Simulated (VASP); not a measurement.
Output of a VASP run:

**OSZICAR**
```
       N       E                     dE             d eps       ncg     rms          rms(c)
DAV:   1     0.186772858174E+02    0.18677E+02   -0.61735E+03  4325   0.143E+03
DAV:   2    -0.220773860991E+02   -0.40755E+02   -0.35270E+02  3921   0.330E+02
DAV:   3    -0.259077181485E+02   -0.38303E+01   -0.32438E+01  3918   0.151E+02
DAV:   4    -0.261082676183E+02   -0.20055E+00   -0.17837E+00  4057   0.171E+01
DAV:   5    -0.261157491929E+02   -0.74816E-02   -0.72090E-02  4018   0.248E+00    0.442E+01
DAV:   6    -0.251150189374E+02    0.10007E+01   -0.91267E-01  4195   0.297E+01    0.186E+01
DAV:   7    -0.247640097332E+02    0.35101E+00   -0.70649E-01  4379   0.249E+01    0.590E-01
DAV:   8    -0.247528286800E+02    0.11181E-01   -0.86127E-03  4346   0.956E-01    0.182E-01
DAV:   9    -0.247518520918E+02    0.97659E-03   -0.77418E-04  4407   0.311E-01    0.345E-02
DAV:  10    -0.247518714734E+02   -0.19382E-04   -0.38755E-05  3670   0.528E-02    0.461E-03
DAV:  11    -0.247518717804E+02   -0.30708E-06   -0.18235E-07  2026   0.192E-02
   1 F= -.24751872E+02 E0= -.24752092E+02  d E =0.660099E-03
```

File OUTCAR:
```
------------------------ aborting loop because EDIFF is reached ----------------------------------------
  FORCE on cell =-STRESS in cart. coord.  units (eV):
  Direction    XX          YY          ZZ          XY          YZ          ZX
  --------------------------------------------------------------------------------------
  Total        2.9267810      0.0225329      4.0292156     -0.3232560      0.0000000      0.0000000
  in kB      161.7418550      1.2452289    222.6653786    -17.8640018      0.0000000      0.0000000
  external PRESSURE =     128.5508209 kB  Pullay stress =       0.0000000 kB
  volume of cell :       28.99
      direct lattice vectors                 reciprocal lattice vectors
     1.358413000 -2.458334000  0.000000000     0.368076572 -0.203389775  0.000000000
     1.358413000  2.458334000  0.000000000     0.368076572  0.203389775  0.000000000
     0.000000000  0.000000000  4.340859000     0.000000000  0.000000000  0.230369150
 POSITION                                       TOTAL-FORCE (eV/Angst)
 -----------------------------------------------------------------------------------
      1.35841      0.81945      1.08521         0.223254     -0.122248     -0.000000
      1.41045     -0.81945      3.25564        -0.223254      0.122248      0.000000
 -----------------------------------------------------------------------------------
    total drift:                               -0.000001      0.000000      0.000000
  FREE ENERGIE OF THE ION-ELECTRON SYSTEM (eV)
  ---------------------------------------------------
  free  energy   TOTEN  =       -24.7518717804 eV

  energy  without entropy=      -24.7525318794  energy(sigma->0) =      -24.75209181
```
(Selected blocks of OUTCAR.)

### POSCAR
```
Re
1
    1.3584130000    -2.4583340000     0.0000000000
    1.3584130000     2.4583340000     0.0000000000
    0.0000000000     0.0000000000     4.3408590000
Re
2
Direct
  0.3333330000   0.6666670000   0.2500000000
  0.6858190000   0.3524850000   0.7500000000
```

Q: Reconstruct the remaining input files.

A: One answer among several that fit: the input of the run itself, PBE GGA, plane waves, VASP's PBE PAW potentials (set 64).

INCAR:
```
ALGO = Normal
EDIFF = 1E-6
ENCUT = 400
GGA = PE
ISIF = 2
ISMEAR = 1
KGAMMA = .TRUE.
KSPACING = 0.35
LASPH = .TRUE.
LCHARG = .FALSE.
LMAXMIX = 6
LREAL = .FALSE.
LWAVE = .FALSE.
NELM = 100
PREC = Accurate
SIGMA = 0.1
SYSTEM = Re
```

POTCAR, in this order: Re (PBE.64 set). Program: vasp_std.

The compound is Re in the hcp structure. The cell was not relaxed at this level, atoms are displaced from their ideal sites. The run is one of a series of settings (KGAMMA = .TRUE., KSPACING = 0.35, KPOINTS file removed against the base run), some of them coarse on purpose.
